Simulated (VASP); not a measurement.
# Co: surface energy and work function by face

Aim: compare the low-index faces of Co at one level of theory.

Method: PBEsol, spin-polarised from a ferromagnetic start; plane waves and PAW (Co), in VASP 6.6.1.

### 1. The structure

The structure is hexagonal, space group P6_3/mmc (No. 194). Conventional cell: a = 2.510 Å, b = 2.510 Å, c = 4.071 Å, α = 90.00°, β = 90.00°, γ = 120.00°. Nearest to Co lie 12 Co at 2.50 to 2.51 Å.

Structure file:

```xyz
2
Lattice="2.5100 0.0000 0.0000 -1.2550 2.1737 0.0000 0.0000 0.0000 4.0712" Properties=species:S:1:pos:R:3 pbc="T T T"
Co    0.0000    0.0000    0.0000
Co    0.0000    1.4491    2.0356
```

### 2. The bulk reference, job relaxation, k-mesh 18×18×10

The bulk crystal is relaxed first, so that the slabs are cut at this functional's lattice.

File INCAR:

```
SYSTEM = Co
PREC = Accurate
ENCUT = 420
EDIFF = 1E-06
NELM = 120
ISMEAR = 1
SIGMA = 0.15
LREAL = .FALSE.
ALGO = Normal
GGA = PS
NBANDS = 19
ISPIN = 2
MAGMOM = 2 2
LASPH = .TRUE.
LMAXMIX = 4
LORBIT = 11
LWAVE = .FALSE.
LCHARG = .FALSE.
KPAR = 4
IBRION = 2
NSW = 30
ISIF = 3
EDIFFG = -0.01
POTIM = 0.4
```

File POSCAR:

```
Co
1.0
    2.5100000000      0.0000000000      0.0000000000
   -1.2550000000      2.1737237635      0.0000000000
    0.0000000000      0.0000000000      4.0712200000
Co
2
Direct
    0.0000000000      0.0000000000      0.0000000000
    0.3333333333      0.6666666667      0.5000000000
```

File KPOINTS:

```
Automatic mesh
0
Gamma
18 18 10
0 0 0
```

Potentials, in the order of the species: Co (PBE family, release 64).

On the command line:

```
mpirun -np 4 vasp_std
```

What it wrote:

```text
[banner, memory and clock lines left out]
running    4 mpi-ranks, on    1 nodes
 distrk:  each k-point on    1 cores,    4 groups
 distr:  one band on    1 cores,    1 groups

 POSCAR found type information on POSCAR Co
 POSCAR found :  1 types and       2 ions
|                                                                             |
|               ----> ADVICE to this user running VASP <----                  |
|                                                                             |
|     You enforced a specific xc type in the INCAR file but a different       |
|     [... a line on the potential file left out ...]
|     I HOPE YOU KNOW WHAT YOU ARE DOING!                                     |
|                                                                             |

 LDA part: xc-table for (Slater+PW92), standard interpolation
 POSCAR, INCAR and KPOINTS ok, starting setup
 FFT: planning ... GRIDC
 FFT: planning ... GRID_SOFT
 FFT: planning ... GRID
 WAVECAR not read
 entering main loop
       N       E                     dE             d eps       ncg     rms          rms(c)
DAV:   1     0.742647129314E+02    0.74265E+02   -0.68500E+03 17808   0.106E+03
DAV:   2    -0.143658158516E+02   -0.88631E+02   -0.80082E+02 17148   0.204E+02
DAV:   3    -0.178585625802E+02   -0.34927E+01   -0.33719E+01 18788   0.511E+01
DAV:   4    -0.179194863538E+02   -0.60924E-01   -0.60876E-01 21947   0.570E+00
DAV:   5    -0.179207845443E+02   -0.12982E-02   -0.12981E-02 19320   0.717E-01    0.155E+01
DAV:   6    -0.159519527575E+02    0.19688E+01   -0.10063E+01 18472   0.646E+01    0.743E+00
DAV:   7    -0.154371139038E+02    0.51484E+00   -0.16029E+00 19055   0.238E+01    0.380E+00
DAV:   8    -0.154150034777E+02    0.22110E-01   -0.16684E-02 23271   0.119E+00    0.154E+00
DAV:   9    -0.153992787129E+02    0.15725E-01   -0.28698E-03 26272   0.979E-01    0.438E-01
DAV:  10    -0.153979809767E+02    0.12977E-02   -0.57312E-04 22048   0.282E-01    0.779E-02
DAV:  11    -0.153978790228E+02    0.10195E-03   -0.38423E-05 22917   0.777E-02    0.341E-02
DAV:  12    -0.153978760342E+02    0.29886E-05   -0.35654E-06 17593   0.203E-02    0.200E-02
DAV:  13    -0.153978735479E+02    0.24863E-05   -0.16879E-06 11961   0.157E-02    0.405E-03
DAV:  14    -0.153978735306E+02    0.17251E-07   -0.47759E-07  9939   0.613E-03
   1 F= -.15397874E+02 E0= -.15398055E+02  d E =-.153979E+02  mag=     3.2040
 curvature:   0.00 expect dE= 0.000E+00 dE for cont linesearch  0.000E+00
 trial: gam= 0.00000 g(F)=  0.184E-49 g(S)=  0.267E+00 ort = 0.000E+00 (trialstep = 0.100E+01)
 search vector abs. value=  0.267E+00
 bond charge predicted
       N       E                     dE             d eps       ncg     rms          rms(c)
DAV:   1    -0.188116271400E+02   -0.34138E+01   -0.26925E+01 18447   0.865E+01    0.160E+01
DAV:   2    -0.159130244889E+02    0.28986E+01   -0.72058E+00 18425   0.615E+01    0.875E+00
DAV:   3    -0.155230026344E+02    0.39002E+00   -0.89693E-01 18357   0.182E+01    0.413E+00
DAV:   4    -0.154726991888E+02    0.50303E-01   -0.18519E-02 19798   0.116E+00    0.141E+00
DAV:   5    -0.154302378756E+02    0.42461E-01   -0.67187E-03 27209   0.106E+00    0.340E-01
DAV:   6    -0.154297291607E+02    0.50871E-03   -0.21457E-03 19016   0.555E-01    0.134E-01
DAV:   7    -0.154297873530E+02   -0.58192E-04   -0.50489E-05 19459   0.570E-02    0.675E-02
DAV:   8    -0.154297844622E+02    0.28909E-05   -0.54593E-06 20038   0.299E-02    0.308E-02
DAV:   9    -0.154297774577E+02    0.70045E-05   -0.69917E-07 12601   0.107E-02    0.525E-03
DAV:  10    -0.154297774718E+02   -0.14058E-07   -0.48961E-07  9012   0.713E-03
   2 F= -.15429777E+02 E0= -.15429687E+02  d E =-.319039E-01  mag=     3.0750
[...]
3 F= -.15478721E+02 E0= -.15478572E+02  d E =-.808479E-01  mag=     3.1355
[...]
4 F= -.15478709E+02 E0= -.15478559E+02  d E =-.808354E-01  mag=     3.1338
[...]
5 F= -.15478858E+02 E0= -.15478714E+02  d E =-.149124E-03  mag=     3.1316
[...]
6 F= -.15478864E+02 E0= -.15478721E+02  d E =-.155374E-03  mag=     3.1310
[...]
7 F= -.15478868E+02 E0= -.15478726E+02  d E =-.393927E-05  mag=     3.1331
 trial-energy change:   -0.000004  1 .order   -0.000012   -0.000069    0.000045
 step:   0.4844(harm=  0.5827)  dis= 0.00000  next Energy=   -15.478881 (dE=-0.162E-04)
 bond charge predicted
       N       E                     dE             d eps       ncg     rms          rms(c)
DAV:   1    -0.154790853969E+02   -0.21741E-03   -0.16480E-03 18468   0.723E-01    0.116E-01
DAV:   2    -0.154789218509E+02    0.16355E-03   -0.54708E-04 18599   0.497E-01    0.714E-02
DAV:   3    -0.154788868886E+02    0.34962E-04   -0.64170E-05 18303   0.161E-01    0.318E-02
DAV:   4    -0.154788841294E+02    0.27592E-05   -0.12125E-06 14695   0.118E-02    0.115E-02
DAV:   5    -0.154788819165E+02    0.22129E-05   -0.36101E-07  9029   0.960E-03    0.166E-03
DAV:   6    -0.154788818608E+02    0.55681E-07   -0.22269E-07  8529   0.489E-03
   8 F= -.15478882E+02 E0= -.15478739E+02  d E =-.175301E-04  mag=     3.1321
 curvature:  -0.27 expect dE=-0.649E-07 dE for cont linesearch -0.138E-07
 trial: gam= 0.00000 g(F)=  0.330E-50 g(S)=  0.238E-06 ort =-0.190E-05 (trialstep = 0.871E+00)
 search vector abs. value=  0.238E-06
 reached required accuracy - stopping structural energy minimisation
```

Run time: 81 s. Hardware: 4 MPI ranks of Intel Xeon 6975P-C (Granite Rapids), shared host; peak memory 0.79 GiB.

Lines that name or quote the potential files are left out of all logs, and their timing lines are given in words.

Parts of OUTCAR (step 2):

```text
ion  position               nearest neighbor table
   1  0.000  0.000  0.000-   2 2.50   2 2.50   2 2.50   2 2.50   2 2.50   2 2.50
   2  0.333  0.667  0.500-   1 2.50   1 2.50   1 2.50   1 2.50   1 2.50   1 2.50

  LATTYP: Found a hexagonal cell.
 ALAT       =     2.5100000000
 C/A-ratio  =     1.6220000000

 Subroutine GETGRP returns: Found 24 space group operations
 (whereof 12 operations were pure point group operations)

The static configuration has the point symmetry D_3h.
 The point group associated with its full space group is D_6h.

 Found    222 irreducible k-points:

   k-points           NKPTS =    222   k-points in BZ     NKDIM =    222   number of bands    NBANDS=     19

   dimension x,y,z NGX =    18 NGY =   18 NGZ =   28
   dimension x,y,z NGXF=    36 NGYF=   36 NGZF=   56

   ENCUT  =  420.0 eV  30.87 Ry    5.56 a.u.   4.19  4.19  6.80*2*pi/ulx,y,z

   NELECT =      18.0000    total number of electrons

 k-points in reciprocal lattice and weights: Automatic mesh
   0.00000000  0.00000000  0.00000000       0.000
   0.05555556 -0.00000000  0.00000000       0.002
   0.11111111 -0.00000000  0.00000000       0.002
   0.16666667 -0.00000000  0.00000000       0.002
   0.22222222 -0.00000000  0.00000000       0.002
   0.27777778 -0.00000000  0.00000000       0.002
   0.33333333 -0.00000000  0.00000000       0.002
   0.38888889 -0.00000000  0.00000000       0.002
   0.44444444 -0.00000000  0.00000000       0.002
[...]
0.33333333  0.27777778  0.50000000       0.004
   0.33333333  0.33333333  0.50000000       0.001

 average (electrostatic) potential at core
       1 -77.4870       2 -77.4870

 E-fermi :  10.7813

 spin component 1
 k-point     1 :       0.0000    0.0000    0.0000
  band No.  band energies     occupation
    ...
      8       8.8722      1.00000
      9       8.8722      1.00000
     10      10.0740      1.00000
     11      10.0740      1.00000
     12      10.6483      1.00910
     13      17.6076      0.00000
     14      33.1154      0.00000
     15      36.1553      0.00000
     16      36.1553      0.00000
     17      36.3797      0.00000
    ...

 k-point     2 :       0.0556   -0.0000    0.0000
  band No.  band energies     occupation
    ...
      7       8.5456      1.00000
      8       8.8111      1.00000
      9       8.8366      1.00000
     10       9.4970      1.00000
     11      10.0896      1.00000
     12      11.3594     -0.00000
     13      17.6239      0.00000
     14      32.4006      0.00000
     15      34.3752      0.00000
     16      34.8125      0.00000
    ...

 k-point     3 :       0.1111   -0.0000    0.0000
  band No.  band energies     occupation
    ...
      7       8.4889      1.00000
      8       8.6871      1.00000
      9       8.7398      1.00000
     10       9.0079      1.00000
     11      10.1293      1.00000
     12      12.3924     -0.00000
     13      17.6772      0.00000
     14      30.2055      0.00000
     15      33.0904      0.00000
     16      33.4424      0.00000
    ...

 k-point     4 :       0.1667   -0.0000    0.0000
  band No.  band energies     occupation
    ...
      7       8.6223      1.00000
      8       8.6813      1.00000
      9       8.8196      1.00000
     10       8.9091      1.00000
     11      10.1784      1.00000
     12      13.5306     -0.00000
     13      17.7792      0.00000
     14      27.6146      0.00000
     15      31.4665      0.00000
     16      32.8390      0.00000
    ...

 k-point     5 :       0.2222   -0.0000    0.0000
  band No.  band energies     occupation
    ...
      7       8.6763      1.00000
      8       8.9462      1.00000
      9       8.9650      1.00000
     10       9.1912      1.00000
     11      10.2251      1.00000
     12      14.7555      0.00000
     13      17.9400      0.00000
     14      25.0672      0.00000
     15      29.9861      0.00000
     16      32.1343      0.00000
    ...

 k-point     6 :       0.2778   -0.0000    0.0000
  band No.  band energies     occupation
    ...
      7       8.5398      1.00000
      8       9.3077      1.00000
      9       9.3495      1.00000
     10       9.5057      1.00000
     11      10.2634      1.00001
     12      16.0564      0.00000
     13      18.1266      0.00000
     14      22.7253      0.00000
     15      28.6816      0.00000
     16      30.2942      0.00000
    ...

  Total       -0.0021284     -0.0021284      0.0018076      0.0000000      0.0000000      0.0000000
  in kB       -0.1651785     -0.1651785      0.1402855      0.0000000      0.0000000      0.0000000
  external PRESSURE =      -0.0633572 kB  Pullay stress =       0.0000000 kB

  energy-cutoff  :      420.00
  volume of cell :       20.64
      direct lattice vectors                 reciprocal lattice vectors
     2.453191221 -0.000000000 -0.000000000     0.407632308  0.235346623 -0.000000000
    -1.226595611  2.124525918  0.000000000     0.000000000  0.470693246 -0.000000000
     0.000000000  0.000000000  3.961113285     0.000000000  0.000000000  0.252454279

 POSITION                                       TOTAL-FORCE (eV/Angst)
 -----------------------------------------------------------------------------------
      0.00000      0.00000      0.00000        -0.000000     -0.000000     -0.000000
     -0.00000      1.41635      1.98056         0.000000      0.000000      0.000000
 -----------------------------------------------------------------------------------
    total drift:                               -0.000000      0.000000     -0.000000

  FREE ENERGIE OF THE ION-ELECTRON SYSTEM (eV)
  ---------------------------------------------------
  free  energy   TOTEN  =       -15.4788818608 eV

  energy  without entropy=      -15.4784546802  energy(sigma->0) =      -15.47873947

 reached required accuracy - stopping structural energy minimisation

 total charge
# of ion       s       p       d       tot
------------------------------------------
    1        0.510   0.570   7.293   8.373
    2        0.510   0.570   7.293   8.373
--------------------------------------------------
tot          1.021   1.139  14.586  16.746

 magnetization (x)
# of ion       s       p       d       tot
------------------------------------------
    1       -0.015  -0.053   1.641   1.573
    2       -0.015  -0.053   1.641   1.573
--------------------------------------------------
tot         -0.031  -0.106   3.282   3.145

[... 6 further parts left out ...]
```

CONTCAR:

```
Co
   1.00000000000000
     2.4531912210654117   -0.0000000000000000   -0.0000000000000000
    -1.2265956105327058    2.1245259177846001    0.0000000000000000
     0.0000000000000000    0.0000000000000000    3.9611132849758732
  Co
     2
Direct
     0.0000000000000000    0.0000000000000000    0.0000000000000000
     0.3333333332999970    0.6666666667000030    0.5000000000000000
```

The magnetic state follows from one typed start and may not be the lowest. The PAW data sets were made with PBE, which is usual practice but a small mismatch for other functionals. The run keeps the 24 symmetry operations of its start, so it cannot find a distortion of lower symmetry.

Relaxation path:

```
step  energy less that of the first step (eV)  largest force (eV/Å)  pressure (GPa)  volume (Å³)
   1                                   0.0000                0.0000          -15.48        22.21
   2                                  -0.0319                0.0000           15.35        19.57
   3                                  -0.0808                0.0000           -0.08        20.66
   4                                  -0.0808                0.0000            0.23        20.63
   5                                  -0.0810                0.0000            0.26        20.62
   6                                  -0.0810                0.0000            0.27        20.62
   7                                  -0.0810                0.0000           -0.18        20.66
   8                                  -0.0810                0.0000           -0.01        20.64
```

```
conventional cell, symmetrised  before  after  change
                         a (Å)   2.510  2.453  -2.3 %
                         b (Å)   2.510  2.453  -2.3 %
                         c (Å)   4.071  3.961  -2.7 %
              volume (Å³/atom)   11.11  10.32  -7.1 %
```

The relaxed structure:

```
Co
1.0
     2.45319    0.00000    0.00000
    -1.22660    2.12453    0.00000
     0.00000    0.00000    3.96111
Co
2
Direct
  0.00000 0.00000 0.00000
  0.33333 0.66667 0.50000
```

This step gave:

| Property | Result |
| --- | --- |
| electronic cycles | 61 |
| electrons | 18 |
| free energy (TOTEN) | -15.48 eV |
| energy at zero smearing | -15.48 eV |
| Fermi energy | 10.78 eV |
| moment of the cell, from the last line of the log | 3.132 μB |
| metallic | yes |

Spin moment in the PAW sphere by atom:

```
atom  spin moment in the PAW sphere (μB)
 Co1                                1.57
 Co2                                1.57
```

The run ended after 8 ionic steps, 0.081 eV below its first step, once forces and stress met EDIFFG = -0.01.

Energy at zero smearing: -15.47874 eV.

(Part 1 of 5 ends here.)

[Lines on the potential files, build, host, timing and source positions are cut from VASP's logs without a mark.]

[Logs are printed without paths, hosts, clocks, repeated set-up lines and the standing remarks that a program may print on its own settings, such as how far it seeks lower states.]

[Hosts, paths, dates, database ids (printed as entryN), source tags and the programs' standing remarks are cut or masked in the printed files.]

[Runs that stopped without an error message from VASP are left out.]
